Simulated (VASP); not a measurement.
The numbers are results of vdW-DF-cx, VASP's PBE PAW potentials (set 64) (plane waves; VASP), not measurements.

Input for VASP

File KPOINTS:
```
K-points
0
G
11 11 6
```

INCAR:
```
SYSTEM = Ho
PREC = Accurate
ENCUT = 520
EDIFF = 1E-6
NELM = 100
ALGO = Normal
LREAL = .FALSE.
LASPH = .TRUE.
ISMEAR = 1
SIGMA = 0.1
GGA = CX
LUSE_VDW = .TRUE.
AGGAC = 0.0
LMAXMIX = 6
LWAVE = .FALSE.
LCHARG = .FALSE.
IBRION = 2
ISIF = 3
NSW = 60
EDIFFG = -0.01
```

**POSCAR**
```
Ho
1.0
  1.7746391054  -3.0737651487   0.0000000000
  1.7746391054   3.0737651487   0.0000000000
  0.0000000000   0.0000000000   5.4487423134
Ho
2
direct
  0.3333330000   0.6666670000   0.2500000000
  0.6666670000   0.3333330000   0.7500000000
```

POTCAR, in this order: Ho_3 (PBE.64 set). Program: vasp_std.

The 4f electrons are frozen in the core of the lanthanide potential, so 4f levels, which can set the real gap, and their magnetism are missing.

Estimate the energy per atom (σ→0), band gap (on the k-mesh).

```
Property                                                     Value
------------------------  ----------------------------------------
energy per atom (σ→0)                               -2.198 eV/atom
band gap (on the k-mesh)  none (metal, semimetal or under 0.01 eV)
```

### OSZICAR
```
...
DAV:   5    -0.438071556874E+01   -0.50186E-02   -0.50266E-02  2721   0.203E+00    0.250E+01
DAV:   6    -0.438378760062E+01   -0.30720E-02   -0.26256E-02  2798   0.228E+00    0.149E+01
DAV:   7    -0.439542145269E+01   -0.11634E-01   -0.45952E-02  2686   0.309E+00    0.343E-01
DAV:   8    -0.439526747872E+01    0.15397E-03   -0.27095E-03  2434   0.581E-01    0.720E-02
DAV:   9    -0.439529277634E+01   -0.25298E-04   -0.21309E-04  2795   0.175E-01    0.346E-02
DAV:  10    -0.439528924967E+01    0.35267E-05   -0.25397E-05  2800   0.545E-02    0.434E-02
DAV:  11    -0.439528995044E+01   -0.70078E-06   -0.21013E-06  2024   0.141E-02
   1 F= -.43952900E+01 E0= -.43966192E+01  d E =-.439529E+01
```

The compound is Ho in the hcp structure. It was relaxed first. The start is the result of an earlier pass.
